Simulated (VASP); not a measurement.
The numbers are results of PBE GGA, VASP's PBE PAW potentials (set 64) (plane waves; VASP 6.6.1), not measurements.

VASP input:

POSCAR:
```
Pb
1
    0.0000000000     2.5134406464     2.5134406464
    2.5134406464    -0.0000000000     2.5134406464
    2.5134406464     2.5134406464    -0.0000000000
Pb
1
Direct
  1.0000000000   0.0000000000   0.0000000000
```

### KPOINTS
```
Automatic
0
gamma
  12 12 12
0 0 0
```

INCAR:
```
SYSTEM = Pb
PREC = Accurate
ENCUT = 480
EDIFF = 1E-7
NELM = 100
ALGO = Normal
LREAL = .FALSE.
LASPH = .TRUE.
ISMEAR = 1
SIGMA = 0.1
GGA = PE
LMAXMIX = 4
LWAVE = .FALSE.
LCHARG = .FALSE.
ISIF = 3
IBRION = 2
NSW = 40
EDIFFG = -0.01
PSTRESS = 50
```

POTCAR, in this order: Pb_d (PBE.64 set). Program: vasp_std.

Energy and stress use the plane-wave basis of the starting cell. Unless said otherwise, spin-orbit coupling is left out, though it shifts the bands of the heavy elements here.

Predict the energy per atom (σ→0), volume per atom, band gap (on the k-mesh).

```yaml
energy per atom (σ→0): -3.506 eV/atom
band gap (on the k-mesh): none (metal, semimetal or under 0.01 eV)
volume_per_atom: 29.03 Å^3/atom
```

### OSZICAR
```
...
DAV:   3    -0.350658438696E+01    0.35582E-01   -0.14578E-01  2085   0.807E+00    0.819E-02
DAV:   4    -0.350651157806E+01    0.72809E-04   -0.16438E-03  1665   0.507E-01    0.466E-02
DAV:   5    -0.350658700448E+01   -0.75426E-04   -0.98705E-04  1636   0.299E-01    0.270E-02
DAV:   6    -0.350655892896E+01    0.28076E-04   -0.81172E-05  1859   0.186E-01    0.554E-03
DAV:   7    -0.350656006376E+01   -0.11348E-05   -0.96063E-06  1731   0.437E-02    0.906E-04
DAV:   8    -0.350655995965E+01    0.10410E-06   -0.13221E-07  1586   0.380E-03    0.205E-04
DAV:   9    -0.350656000528E+01   -0.45627E-07   -0.92269E-09   885   0.157E-03
   3 F= -.26004804E+01 E0= -.25999294E+01  d E =-.402576E-01
```

The compound is Pb in the fcc structure. This run relaxes it under an external pressure of 5 GPa. Symmetry was kept, so distortions that lower it aren't found.
